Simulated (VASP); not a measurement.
These are PBE GGA, VASP's PBE PAW potentials (set 64) (plane waves; VASP) values and carry that method's errors.

A VASP calculation is set up with these files.

INCAR:
```
SYSTEM = PbSe
PREC = Accurate; ENCUT = 520; LREAL = .FALSE.
LASPH = .TRUE.; ICHARG = 11
EDIFF = 1E-6; NELM = 100; ALGO = Normal
LMAXMIX = 4
ISMEAR = 0; SIGMA = 0.05
GGA = PE
LWAVE = .FALSE.; LCHARG = .FALSE.
```

File KPOINTS:
```
k-points along high-symmetry lines
15
Line-mode
Reciprocal
  0.000000   0.000000   0.000000 ! GAMMA
  0.500000   0.000000   0.500000 ! X

  0.500000   0.000000   0.500000 ! X
  0.625000   0.250000   0.625000 ! U

  0.375000   0.375000   0.750000 ! K
  0.000000   0.000000   0.000000 ! GAMMA

  0.000000   0.000000   0.000000 ! GAMMA
  0.500000   0.500000   0.500000 ! L

  0.500000   0.500000   0.500000 ! L
  0.500000   0.250000   0.750000 ! W

  0.500000   0.250000   0.750000 ! W
  0.500000   0.000000   0.500000 ! X
```

File POSCAR:
```
PbSe
6.2155730
  0.0000000000   0.5000000235   0.5000000235
  0.5000000235   0.0000000000   0.5000000235
  0.5000000235   0.5000000235   0.0000000000
Pb Se
1 1
Cartesian
  0.0000000000   0.0000000000   0.0000000000
  0.5000000235   0.5000000235   0.5000000235
```

POTCAR, in this order: Pb_d Se (PBE.64 set). Program: vasp_std. Read from the step before: CHGCAR.

Output

File OUTCAR:
```
 ion  position               nearest neighbor table
   1  0.000  0.000  0.000-   2 3.11   2 3.11   2 3.11   2 3.11   2 3.11   2 3.11
   2  0.500  0.500  0.500-   1 3.11   1 3.11   1 3.11   1 3.11   1 3.11   1 3.11
  LATTYP: Found a face centered cubic cell.
 ALAT       =     6.2155732926
 Subroutine PRICEL returns:
 Original cell was already a primitive cell.
 Subroutine GETGRP returns: Found 48 space group operations
The static configuration has the point symmetry O_h .
The dynamic configuration has the point symmetry O_h .
 Subroutine INISYM returns: Found 48 space group operations
   k-points           NKPTS =     90   k-points in BZ     NKDIM =     90   number of bands    NBANDS=     14
   number of dos      NEDOS =    301   number of ions     NIONS =      2
   total plane-waves  NPLWV =  46656
   dimension x,y,z NGX =    36 NGY =   36 NGZ =   36
   dimension x,y,z NGXF=    72 NGYF=   72 NGZF=   72
   ions per type =               1   1
   PREC   = accura    normal or accurate (medium, high low for compatibility)
   ISTART =      0    job   : 0-new  1-cont  2-samecut
   ICHARG =     11    charge: 1-file 2-atom 10-const
   ISPIN  =      1    spin polarized calculation?
   LNONCOLLINEAR =      F non collinear calculations
   LSORBIT =      F    spin-orbit coupling
   INIWAV =      1    electr: 0-lowe 1-rand  2-diag
   ENCUT  =  520.0 eV  38.22 Ry    6.18 a.u.   8.17  8.17  8.17*2*pi/ulx,y,z
...
```

### OSZICAR
```
       N       E                     dE             d eps       ncg     rms          rms(c)
DAV:   1     0.159658166394E+03    0.15966E+03   -0.97578E+03  2526   0.144E+03
DAV:   2     0.423028549314E+01   -0.15543E+03   -0.15205E+03  2628   0.355E+02
DAV:   3    -0.844961487407E+01   -0.12680E+02   -0.12318E+02  3462   0.105E+02
DAV:   4    -0.875049619933E+01   -0.30088E+00   -0.30076E+00  2714   0.196E+01
DAV:   5    -0.876100575003E+01   -0.10510E-01   -0.10509E-01  3552   0.358E+00
DAV:   6    -0.876147469480E+01   -0.46894E-03   -0.46895E-03  3280   0.640E-01
DAV:   7    -0.876147817182E+01   -0.34770E-05   -0.34769E-05  3672   0.555E-02
DAV:   8    -0.876147821666E+01   -0.44839E-07   -0.44858E-07  2084   0.757E-03
   1 F= -.87614782E+01 E0= -.87614782E+01  d E =-.142905E-10
```

### OUTCAR
```
 val. band max:        4.4792513721   @ k =   0.5000   0.5000   0.5000

 cond. band min:       4.9146701736   @ k =   0.5000   0.5000   0.5000



 k-point     1 :       0.0000    0.0000    0.0000
  band No.  band energies     occupation
      1     -12.2556      2.00000
      2     -12.2556      2.00000
      3     -12.2556      2.00000
      4     -12.2495      2.00000
      5     -12.2495      2.00000
      6      -8.7041      2.00000
      7      -1.8624      2.00000
      8       2.8385      2.00000
      9       2.8385      2.00000
     10       2.8385      2.00000
     11       9.1216      0.00000
     12       9.1216      0.00000
     13       9.1216      0.00000
     14      11.1267      0.00000

 k-point     2 :       0.0357    0.0000    0.0357
  band No.  band energies     occupation
      1     -12.2557      2.00000
      2     -12.2551      2.00000
      3     -12.2551      2.00000
      4     -12.2501      2.00000
      5     -12.2493      2.00000
      6      -8.6921      2.00000
      7      -1.9009      2.00000
      8       2.8201      2.00000
      9       2.8201      2.00000
     10       2.9099      2.00000
     11       8.8594      0.00000
     12       9.1016      0.00000
     13       9.1016      0.00000
     14      11.0056      0.00000

 k-point     3 :       0.0714    0.0000    0.0714
  band No.  band energies     occupation
      1     -12.2563      2.00000
      2     -12.2538      2.00000
      3     -12.2538      2.00000
      4     -12.2519      2.00000
      5     -12.2487      2.00000
      6      -8.6560      2.00000
      7      -2.0074      2.00000
      8       2.7663      2.00000
      9       2.7663      2.00000
     10       3.1091      2.00000
     11       8.2453      0.00000
     12       9.0568      0.00000
     13       9.0568      0.00000
     14      10.7269      0.00000

 k-point     4 :       0.1071    0.0000    0.1071
  band No.  band energies     occupation
      1     -12.2572      2.00000
...
```

The density is held fixed in this step, so its total energy and stress have no physical meaning. Unless said otherwise, spin-orbit coupling is left out, though it shifts the bands of the heavy elements here.

The compound is PbSe in the rock salt structure. It was relaxed first.
